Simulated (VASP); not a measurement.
Here is the system:

```yaml
crystal:
  lattice:
    - [0.00000, 2.35668, 2.35668]
    - [2.35668, 0.00000, 2.35668]
    - [2.35668, 2.35668, 0.00000]
  atoms:
    - { symbol: Zr, position: [0.00000, 0.00000, 0.00000] }
    - { symbol: C, position: [0.50000, 0.50000, 0.50000] }
```

Calculation: r2SCAN meta-GGA, VASP's PBE PAW potentials (set 64) (plane waves; VASP). Run with 520 eV cut-off, 15×15×15 Γ-centred mesh, tetrahedra with Blöchl corrections, potentials Zr_sv C.

Give the energies of bands 6 to 11 at the high-symmetry points, in eV from the Fermi level.

```json
[
 {"band": "6", "Γ": "0.88", "X": "-2.27", "U": "-3.17", "L": "-5.49", "W": "-2.83"},
 {"band": "7", "Γ": "0.88", "X": "-1.65", "U": "-2.46", "L": "-3.13", "W": "-2.48"},
 {"band": "8", "Γ": "0.88", "X": "-0.05", "U": "-1.74", "L": "-3.13", "W": "-2.48"},
 {"band": "9", "Γ": "1.26", "X": "-0.05", "U": "1.64", "L": "4.72", "W": "3.48"},
 {"band": "10", "Γ": "1.26", "X": "4.53", "U": "5.10", "L": "4.72", "W": "3.48"},
 {"band": "11", "Γ": "1.26", "X": "5.88", "U": "5.64", "L": "5.62", "W": "5.89"}
]
```

It has no gap at this level: it comes out as a metal or semimetal.

The compound is ZrC in the rock salt structure. It was relaxed first.
